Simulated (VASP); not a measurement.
Output of a VASP run:

### OSZICAR
```
       N       E                     dE             d eps       ncg     rms          rms(c)
DAV:   1     0.138812444951E+03    0.13881E+03   -0.95140E+03   840   0.151E+03
DAV:   2    -0.362810305968E+01   -0.14244E+03   -0.12576E+03  1004   0.364E+02
DAV:   3    -0.100536376346E+02   -0.64255E+01   -0.63817E+01  1040   0.761E+01
DAV:   4    -0.102518571028E+02   -0.19822E+00   -0.19800E+00  1316   0.122E+01
DAV:   5    -0.102540654604E+02   -0.22084E-02   -0.22083E-02  1016   0.142E+00    0.631E+00
DAV:   6    -0.914389349985E+01    0.11102E+01   -0.39535E+00   908   0.196E+01    0.460E+00
DAV:   7    -0.909866142677E+01    0.45232E-01   -0.13213E-01  1128   0.329E+00    0.285E+00
DAV:   8    -0.907392778685E+01    0.24734E-01   -0.46685E-02   924   0.258E+00    0.208E-01
DAV:   9    -0.907410055470E+01   -0.17277E-03   -0.51076E-03  1236   0.596E-01    0.112E-01
DAV:  10    -0.907418474682E+01   -0.84192E-04   -0.61392E-04   984   0.284E-01    0.539E-02
DAV:  11    -0.907416695716E+01    0.17790E-04   -0.72091E-05  1012   0.984E-02    0.154E-02
DAV:  12    -0.907416845486E+01   -0.14977E-05   -0.21976E-06   916   0.168E-02    0.344E-03
DAV:  13    -0.907416846516E+01   -0.10298E-07   -0.38176E-07   652   0.638E-03
   1 F= -.90741685E+01 E0= -.90741685E+01  d E =-.907417E+01
```

File OUTCAR:
```
------------------------ aborting loop because EDIFF is reached ----------------------------------------
  FORCE on cell =-STRESS in cart. coord.  units (eV):
  Direction    XX          YY          ZZ          XY          YZ          ZX
  --------------------------------------------------------------------------------------
  Total       -0.0195182     -0.0195182     -0.0195182      0.0000000      0.0000000      0.0000000
  in kB       -0.9042980     -0.9042980     -0.9042980      0.0000000      0.0000000      0.0000000
  external PRESSURE =      -0.9042980 kB  Pullay stress =       0.0000000 kB
  volume of cell :       34.58
      direct lattice vectors                 reciprocal lattice vectors
     0.000000000  2.585847259  2.585847259    -0.193360222  0.193360222  0.193360222
     2.585847259  0.000000000  2.585847259     0.193360222 -0.193360222  0.193360222
     2.585847259  2.585847259  0.000000000     0.193360222  0.193360222 -0.193360222
  FREE ENERGIE OF THE ION-ELECTRON SYSTEM (eV)
  ---------------------------------------------------
  free  energy   TOTEN  =        -9.0741684652 eV

  energy  without entropy=       -9.0741684651  energy(sigma->0) =       -9.07416847

 reached required accuracy - stopping structural energy minimisation
```
(Selected blocks of OUTCAR.)

**POSCAR**
```
KF
1
    0.0000000000     2.5858472595     2.5858472595
    2.5858472595     0.0000000000     2.5858472595
    2.5858472595     2.5858472595     0.0000000000
K F
1 1
Direct
  0.0000000000   0.0000000000   0.0000000000
  0.5000000000   0.5000000000   0.5000000000
```

### Question
Write an INCAR and KPOINTS that could have produced this output.

### Answer
Several could match; the one computed here: the input of the run itself, LDA (Ceperley-Alder, Perdew-Zunger), plane waves, VASP's LDA PAW potentials (set 64).

INCAR:
```
! general
SYSTEM=KF
PREC  =Accurate
ENCUT =620
LREAL =.FALSE.
LASPH =.TRUE.

! electronic loop
EDIFF =1E-6
NELM  =100
ALGO  =Normal

! smearing
ISMEAR=0
SIGMA =0.05

! ions
IBRION=2
NSW   =40
ISIF  =3
EDIFFG=-0.02

! output
LWAVE =.FALSE.
LCHARG=.FALSE.
```

### KPOINTS
```
K-points
0
gamma
 9 9 9
```

POTCAR, in this order: K_sv F (LDA.64 set). Program: vasp_std.

The compound is KF in the rock salt structure. It was relaxed first, which changed the volume by -10 %.
